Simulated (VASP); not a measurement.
## AlInN₂ (space group I-42d): computed properties

Calculation: PBEsol GGA, VASP's PBE PAW potentials (set 64) (plane waves; VASP 6.6.1).

| Item | Result |
|---|---|
| space group | I-42d (122) |
| cell | a = 4.6997 Å, b = 4.6997 Å, c = 9.1996 Å, α = 90.00°, β = 90.00°, γ = 90.00° |
| volume per atom | 12.70 Å^3/atom |
| band gap (over mesh and band path) | 1.37 eV |
| smallest direct gap (over mesh and band path) | 1.37 eV |
| band-edge character | direct, Γ to Γ |
| density | 5.55 g/cm³ |

```
CELL_PARAMETERS angstrom
     -2.34986     2.34986     4.59982
      2.34986    -2.34986     4.59982
      2.34986     2.34986    -4.59982
ATOMIC_POSITIONS crystal
  Al 0.75000 0.25000 0.50000
  Al 0.00000 0.00000 0.00000
  In 0.25000 0.75000 0.50000
  In 0.50000 0.50000 0.00000
  N  0.67273 0.12500 0.04773
  N  0.87500 0.92273 0.54773
  N  0.07727 0.62500 0.95227
  N  0.37500 0.32727 0.45227
```

Unless said otherwise, spin-orbit coupling is left out, though it shifts the bands of the heavy elements here.

The structure comes from a computed database's AlInN2 entry (I-42d); how it stands against other phases isn't given here. It was relaxed first. Symmetry was kept, so distortions that lower it aren't found.
